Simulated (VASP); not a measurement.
Lattice constant a of diamond and zinc-blende semiconductors: measurement against LDA

Computed values from VASP (plane waves, PAW); cells keep the symmetry of their structure type. Static lattice, each level at its own minimum.

Here x stands for LDA a and y for measured a.

```
solid  LDA a (Å)  measured a (Å)  cut-off (eV)  basis of the measured value
-----  ---------  --------------  ------------  ---------------------------
C          3.537               ?           520    0 K, zero-point corrected
BN         3.584           3.593           520    0 K, zero-point corrected
BP         4.490           4.525           520    0 K, zero-point corrected
Si         5.403           5.421           520    0 K, zero-point corrected
Ge         5.626           5.644           520    0 K, zero-point corrected
AlAs       5.638           5.649           520    0 K, zero-point corrected
InAs       6.032           6.047           520    0 K, zero-point corrected
Sn         6.475           6.477           520    0 K, zero-point corrected
```

The 7 complete rows are fitted with a straight line, y against x. With u = x - 5.3, the rows have u = -1.7160, -0.8100, 0.1030, 0.3260, 0.3380, 0.7320, 1.1750. Means: u 0.021143, y 5.3366. About the means, the sum of products is 5.7239 and the sum of squares of u is 5.7452; the slope is their ratio. Least squares gives y = 5.3155 + 0.99629·u. Residuals (row less fit): -0.0129, 0.0165, 0.0029, 0.0037, -0.0032, 0.0022, -0.0091; standard error 0.0106 (degrees of freedom: 5). The slope is 0.996 with a standard error of 0.0044. Before the fit, LDA less measured has mean -0.0154, mean absolute 0.0154 and median absolute 0.0150 Å over these 7 rows.

Task: Estimate the missing y (x = 3.537); what was measured?

Result: u = -1.7630, so y = 5.3155 + 0.99629 × (-1.7630) = 3.5590 Å. The measured value is 3.553 Å, 0.0060 Å below the prediction (0.2 % of the range of y in the table). The row lies outside the fitted rows, so this is an extrapolation. From the scatter of the fitted rows alone, a prediction at this place has a standard error of 0.0138 Å, so the miss is 0.4 times that.

Plain LDA misses this row by -0.016 Å. Sn is here grey tin, stable below 13 °C. The rows are a random draw of 8 from the 13 solids that have both values on this basis (zero-point corrected by the source), of 27 computed in this series. Not drawn: V to Ni and open 4f shells, rows kept for tests, unfit runs, cells that left their space group, values derived or compiled from fits, values whose temperature is given only as extrapolated, encyclopaedia, home-page and unnamed sources, sources from 2025 on. Measured values as quoted by these papers, many of them computational: C Daniel Mejia-Rodriguez et al., Physical Review B (2018), arXiv:1807.09216; BN Tamar Goldzak et al., The Journal of Chemical Physics (2022), arXiv:2208.04865; BP Daniel Mejia-Rodriguez et al., Physical Review B (2018), arXiv:1807.09216; Si Daniel Mejia-Rodriguez et al., Physical Review B (2018), arXiv:1807.09216; Ge Daniel Mejia-Rodriguez et al., Physical Review B (2018), arXiv:1807.09216; AlAs Daniel Mejia-Rodriguez et al., Physical Review B (2018), arXiv:1807.09216; InAs Daniel Mejia-Rodriguez et al., Physical Review B (2018), arXiv:1807.09216; Sn Daniel Mejia-Rodriguez et al., Physical Review B (2018), arXiv:1807.09216.
